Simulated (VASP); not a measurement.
These are PBEsol GGA, VASP's PBE PAW potentials (set 64) (plane waves; VASP) values and carry that method's errors.

The input files of a VASP run:

**INCAR**
```
ENCUT = 520
LCHARG = .FALSE.
LMAXMIX = 4
SIGMA = 0.05   # width (eV)
ICHARG = 11
LORBIT = 11   # lm-projected
LASPH = .TRUE.
ISMEAR = 0   # Gaussian
LWAVE = .FALSE.
EDIFF = 1E-7   # SCF stop (eV)
ALGO = Normal
LREAL = .FALSE.
PREC = Accurate
NELM = 100
SYSTEM = CrB
GGA = PS
```

**POSCAR**
```
CrB
1
    2.5483433535     0.0000000000     0.0000000000
    0.0000000000     2.5483433535     0.0000000000
    0.0000000000     0.0000000000     2.5483433535
Cr B
1 1
Direct
  0.0000000000   0.0000000000   0.0000000000
  0.5000000000   0.5000000000   0.5000000000
```

**KPOINTS**
```
k-points along high-symmetry lines
15
Line-mode
Reciprocal
  0.000000   0.000000   0.000000 ! GAMMA
  0.000000   0.500000   0.000000 ! X

  0.000000   0.500000   0.000000 ! X
  0.500000   0.500000   0.000000 ! M

  0.500000   0.500000   0.000000 ! M
  0.000000   0.000000   0.000000 ! GAMMA

  0.000000   0.000000   0.000000 ! GAMMA
  0.500000   0.500000   0.500000 ! R

  0.500000   0.500000   0.500000 ! R
  0.000000   0.500000   0.000000 ! X

  0.500000   0.500000   0.500000 ! R
  0.500000   0.500000   0.000000 ! M
```

POTCAR, in this order: Cr_pv B (PBE.64 set). Program: vasp_std. Read from the step before: CHGCAR.

The run wrote:

OSZICAR:
```
       N       E                     dE             d eps       ncg     rms          rms(c)
DAV:   1     0.989837242703E+02    0.98984E+02   -0.86850E+03  1980   0.151E+03
DAV:   2    -0.139325839037E+02   -0.11292E+03   -0.10780E+03  2006   0.364E+02
DAV:   3    -0.172065283955E+02   -0.32739E+01   -0.30826E+01  2469   0.650E+01
DAV:   4    -0.172718427871E+02   -0.65314E-01   -0.64911E-01  2469   0.767E+00
DAV:   5    -0.172743626840E+02   -0.25199E-02   -0.25189E-02  2659   0.103E+00
DAV:   6    -0.172744194679E+02   -0.56784E-04   -0.56784E-04  2675   0.119E-01
DAV:   7    -0.172744203228E+02   -0.85492E-06   -0.85383E-06  2486   0.115E-02
DAV:   8    -0.172744203539E+02   -0.31116E-07   -0.30232E-07  1706   0.155E-03
   1 F= -.17274420E+02 E0= -.17273417E+02  d E =-.200594E-02
```

OUTCAR:
```
 val. band max:       11.2916236916   @ k =   0.3571   0.5000   0.0000

 cond. band min:      11.2997874020   @ k =   0.5000   0.5000   0.2857



 k-point     1 :       0.0000    0.0000    0.0000
  band No.  band energies     occupation
      1     -31.5832      2.00000
      2     -31.5832      2.00000
      3     -31.5832      2.00000
      4      -1.6550      2.00000
      5       7.9148      2.00000
      6       7.9148      2.00000
      7      12.4101      0.00000
      8      12.4101      0.00000
      9      12.4101      0.00000
     10      14.8973      0.00000
     11      14.8973      0.00000

 k-point     2 :       0.0000    0.0357    0.0000
  band No.  band energies     occupation
      1     -31.5901      2.00000
      2     -31.5825      2.00000
      3     -31.5825      2.00000
      4      -1.6256      2.00000
      5       7.9096      2.00000
      6       7.9249      2.00000
      7      12.3259      0.00000
      8      12.3259      0.00000
      9      12.4126      0.00000
     10      14.8333      0.00000
     11      14.9976      0.00000

 k-point     3 :       0.0000    0.0714    0.0000
  band No.  band energies     occupation
      1     -31.6105      2.00000
      2     -31.5806      2.00000
      3     -31.5806      2.00000
      4      -1.5378      2.00000
      5       7.8901      2.00000
      6       7.9546      2.00000
      7      12.1071      0.00000
      8      12.1071      0.00000
      9      12.4201      0.00000
     10      14.6555      0.00000
     11      15.2646      0.00000

 k-point     4 :       0.0000    0.1071    0.0000
  band No.  band energies     occupation
      1     -31.6432      2.00000
      2     -31.5776      2.00000
      3     -31.5776      2.00000
      4      -1.3928      2.00000
      5       7.8450      2.00000
      6       8.0030      2.00000
      7      11.8144      0.00000
      8      11.8144      0.00000
      9      12.4321      0.00000
     10      14.4021      0.00000
...
```

The density is held fixed in this step, so its total energy and stress have no physical meaning.

The structure was generated: CrB was put into the CsCl type type (Pm-3m), which need not be its known phase. It was relaxed first, which changed the volume by -32 %. The run is not spin-polarised, so no magnetic state was tried. The electron count is odd and the run is not spin-polarised, which forces a metal.
